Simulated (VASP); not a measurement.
Crystal: MgZr2O3.

```
Mg Zr O
1.0
     4.13874    0.00000    0.00000
     0.00000    4.13874    0.00000
     0.00000    0.00000    4.61415
Mg Zr O
1 2 3
Direct
  0.50000 0.50000 0.36432
  0.00000 0.50000 0.96632
  0.50000 0.00000 0.96632
  0.00000 0.50000 0.32720
  0.50000 0.00000 0.32720
  0.00000 0.00000 0.15870
```

The cell was built by a generator and needn't be a form met in nature.

* Program: VASP 6.6.1
* Task: relaxation of cell and atoms
* Functional: PBE
* Potentials or basis: VASP PAW PBE potentials, release 64 (Mg, Zr_sv, O)
* Cutoff: 520 eV
* k mesh: 4 × 4 × 3
* Occupations: gaussian, width 0.15 eV
* Spin: no spin polarisation

At the start: pressure 44.6 GPa; volume 13.17 Å³/atom.

Task: Where does the relaxation end?

Result: Over 19 steps the energy falls by 1432.9 meV/atom and the volume is 13.80 Å³/atom (+4.7 %); space group P4/mmm (No. 123, to 0.05 Å).

The path:
```csv
step,energy change (eV),largest force (eV/Å),pressure (GPa),volume (Å³)
1,0.0000,11.4059,44.56,79.04
2,0.5145,4.4363,-28.72,128.20
3,-0.2765,4.7029,-27.52,119.26
4,-0.9843,4.9431,-25.93,112.18
5,-3.1239,5.7327,-16.20,94.70
6,-3.7226,6.1951,-2.71,86.65
7,-6.4180,4.2835,-6.40,88.10
8,-7.3112,1.6738,1.70,88.88
9,-7.5917,2.2629,-3.94,88.85
10,-7.6081,2.0097,-3.16,88.88
11,-8.3621,0.9798,-2.25,86.21
12,-8.3741,0.6137,-3.13,86.53
13,-8.5690,0.3027,-0.91,82.84
14,-8.5780,0.3065,-1.56,83.48
15,-8.5836,0.2017,2.11,81.66
16,-8.5873,0.2462,0.64,82.37
17,-8.5933,0.1410,0.37,82.54
18,-8.5964,0.1237,-0.03,82.77
19,-8.5977,0.0686,-0.18,82.78
```

Final structure:
```
Mg Zr O
1.0
     4.41017    0.00000    0.00000
     0.00000    4.41017    0.00000
     0.00000    0.00000    4.25593
Mg Zr O
1 2 3
Direct
  0.50000 0.50000 0.43445
  0.00000 0.50000 0.93418
  0.50000 0.00000 0.93418
  0.00000 0.50000 0.43457
  0.50000 0.00000 0.43457
  0.00000 0.00000 0.93810
```

Caveat: the k mesh is coarse (spacing up to 0.45 Å⁻¹), so the values aren't converged.
